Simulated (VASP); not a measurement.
Method: PBEsol GGA, VASP's PBE PAW potentials (set 64) (plane waves; VASP).

A VASP calculation is set up with these files.

**KPOINTS**
```
Automatic mesh
0
Gamma
10 10 8
0 0 0
```

File POSCAR:
```
ZrB2
1
    1.5773694155    -2.7320844332    -0.0000000000
    1.5773694155     2.7320844332     0.0000000000
   -0.0000000000    -0.0000000000     3.5119726415
Zr B
1 2
Direct
  0.0000000000   0.0000000000   0.0000000000
  0.3333330000   0.6666670000   0.5000000000
  0.6666670000   0.3333330000   0.5000000000
```

**INCAR**
```
SYSTEM = ZrB2
PREC = Accurate
ENCUT = 520
EDIFF = 1E-6
NELM = 100
ALGO = Normal
LREAL = .FALSE.
LASPH = .TRUE.
ISMEAR = 1
SIGMA = 0.1
GGA = PS
LMAXMIX = 4
LWAVE = .FALSE.
LCHARG = .FALSE.
IBRION = 2
ISIF = 3
NSW = 60
EDIFFG = -0.02
```

POTCAR, in this order: Zr_sv B (PBE.64 set). Program: vasp_std.

The run wrote:

File OUTCAR:
```
 ion  position               nearest neighbor table
   1  0.000  0.000  0.000-   2 2.53   3 2.53   2 2.53   3 2.53   3 2.53   3 2.53   2 2.53   2 2.53
                             3 2.53   3 2.53   2 2.53   2 2.53
   2  0.333  0.667  0.500-   3 1.82   3 1.82   3 1.82   1 2.53   1 2.53   1 2.53   1 2.53   1 2.53
                             1 2.53
   3  0.667  0.333  0.500-   2 1.82   2 1.82   2 1.82   1 2.53   1 2.53   1 2.53   1 2.53   1 2.53
                             1 2.53
  LATTYP: Found a hexagonal cell.
 ALAT       =     3.1547392322
 C/A-ratio  =     1.1132370643
 Subroutine PRICEL returns:
 Original cell was already a primitive cell.
 Subroutine GETGRP returns: Found 24 space group operations
The static configuration has the point symmetry D_6h.
The dynamic configuration has the point symmetry D_6h.
 Subroutine INISYM returns: Found 24 space group operations
 Subroutine IBZKPT returns following result:
 Found     70 irreducible k-points:

 Following reciprocal coordinates:
            Coordinates               Weight
  0.000000  0.000000  0.000000      1.000000
  0.100000  0.000000  0.000000      6.000000
  0.200000  0.000000  0.000000      6.000000
  0.300000  0.000000  0.000000      6.000000
  0.400000  0.000000  0.000000      6.000000
  0.500000  0.000000  0.000000      3.000000
  0.100000  0.100000  0.000000      6.000000
  0.200000  0.100000  0.000000     12.000000
  0.300000  0.100000  0.000000     12.000000
  0.400000  0.100000  0.000000     12.000000
  0.200000  0.200000  0.000000      6.000000
  0.300000  0.200000  0.000000     12.000000
  0.400000  0.200000  0.000000      6.000000
  0.300000  0.300000  0.000000      6.000000
  0.000000  0.000000  0.125000      2.000000
  0.100000  0.000000  0.125000     12.000000
  0.200000  0.000000  0.125000     12.000000
  0.300000  0.000000  0.125000     12.000000
  0.400000  0.000000  0.125000     12.000000
  0.500000  0.000000  0.125000      6.000000
  0.100000  0.100000  0.125000     12.000000
  0.200000  0.100000  0.125000     24.000000
  0.300000  0.100000  0.125000     24.000000
  0.400000  0.100000  0.125000     24.000000
  0.200000  0.200000  0.125000     12.000000
  0.300000  0.200000  0.125000     24.000000
  0.400000  0.200000  0.125000     12.000000
  0.300000  0.300000  0.125000     12.000000
  0.000000  0.000000  0.250000      2.000000
  0.100000  0.000000  0.250000     12.000000
  0.200000  0.000000  0.250000     12.000000
  0.300000  0.000000  0.250000     12.000000
  0.400000  0.000000  0.250000     12.000000
  0.500000  0.000000  0.250000      6.000000
  0.100000  0.100000  0.250000     12.000000
  0.200000  0.100000  0.250000     24.000000
  0.300000  0.100000  0.250000     24.000000
  0.400000  0.100000  0.250000     24.000000
  0.200000  0.200000  0.250000     12.000000
  0.300000  0.200000  0.250000     24.000000
   k-points           NKPTS =     70   k-points in BZ     NKDIM =     70   number of bands    NBANDS=     13
   number of dos      NEDOS =    301   number of ions     NIONS =      3
   total plane-waves  NPLWV =  16128
   dimension x,y,z NGX =    24 NGY =   24 NGZ =   28
   dimension x,y,z NGXF=    48 NGYF=   48 NGZF=   56
   ions per type =               1   2
   PREC   = accura    normal or accurate (medium, high low for compatibility)
   ISTART =      0    job   : 0-new  1-cont  2-samecut
   ICHARG =      2    charge: 1-file 2-atom 10-const
   ISPIN  =      1    spin polarized calculation?
   LNONCOLLINEAR =      F non collinear calculations
   LSORBIT =      F    spin-orbit coupling
   INIWAV =      1    electr: 0-lowe 1-rand  2-diag
   ENCUT  =  520.0 eV  38.22 Ry    6.18 a.u.   5.87  5.87  6.53*2*pi/ulx,y,z
...
```

File OSZICAR:
```
       N       E                     dE             d eps       ncg     rms          rms(c)
DAV:   1     0.111637731491E+03    0.11164E+03   -0.10029E+04  1820   0.138E+03
DAV:   2    -0.230198425043E+02   -0.13466E+03   -0.13000E+03  2098   0.337E+02
DAV:   3    -0.288240551146E+02   -0.58042E+01   -0.57653E+01  2921   0.617E+01
DAV:   4    -0.289637306232E+02   -0.13968E+00   -0.13959E+00  2267   0.909E+00
DAV:   5    -0.289687573745E+02   -0.50268E-02   -0.50265E-02  2831   0.118E+00    0.231E+01
DAV:   6    -0.264452191691E+02    0.25235E+01   -0.72459E+00  2161   0.195E+01    0.961E+00
DAV:   7    -0.264029080176E+02    0.42311E-01   -0.86488E-01  2764   0.618E+00    0.331E+00
DAV:   8    -0.264014042260E+02    0.15038E-02   -0.10088E-01  2167   0.296E+00    0.772E-01
DAV:   9    -0.263985624643E+02    0.28418E-02   -0.16317E-02  2264   0.107E+00    0.134E-01
DAV:  10    -0.263985192949E+02    0.43169E-04   -0.81643E-04  2305   0.270E-01    0.417E-02
DAV:  11    -0.263985278723E+02   -0.85773E-05   -0.27759E-05  2512   0.605E-02    0.132E-02
DAV:  12    -0.263985272022E+02    0.67009E-06   -0.13051E-06  1514   0.134E-02
   1 F= -.26398527E+02 E0= -.26398441E+02  d E =-.263985E+02
```

File OUTCAR:
```
------------------------ aborting loop because EDIFF is reached ----------------------------------------
  FORCE on cell =-STRESS in cart. coord.  units (eV):
  Direction    XX          YY          ZZ          XY          YZ          ZX
  --------------------------------------------------------------------------------------
  Total        0.0045066      0.0045066      0.0145416      0.0000000     -0.0000000      0.0000000
  in kB        0.2385345      0.2385345      0.7696869      0.0000000     -0.0000000      0.0000000
  external PRESSURE =       0.4155853 kB  Pullay stress =       0.0000000 kB
  volume of cell :       30.27
      direct lattice vectors                 reciprocal lattice vectors
     1.577369415 -2.732084433  0.000000000     0.316983450 -0.183010449  0.000000000
     1.577369415  2.732084433  0.000000000     0.316983450  0.183010449  0.000000000
     0.000000000  0.000000000  3.511972641     0.000000000  0.000000000  0.284740259
 POSITION                                       TOTAL-FORCE (eV/Angst)
 -----------------------------------------------------------------------------------
      0.00000      0.00000      0.00000        -0.000000      0.000000     -0.000000
      1.57737      0.91070      1.75599         0.000000      0.000000     -0.000000
      1.57737     -0.91070      1.75599        -0.000000     -0.000000      0.000000
 -----------------------------------------------------------------------------------
    total drift:                                0.000000     -0.000000      0.000000
  FREE ENERGIE OF THE ION-ELECTRON SYSTEM (eV)
  ---------------------------------------------------
  free  energy   TOTEN  =       -26.3985272022 eV

  energy  without entropy=      -26.3982672103  energy(sigma->0) =      -26.39844054

 reached required accuracy - stopping structural energy minimisation
```
(Selected blocks of OUTCAR.)

The compound is ZrB2 in the AlB2 type structure. It was relaxed first. The start is the result of an earlier pass.
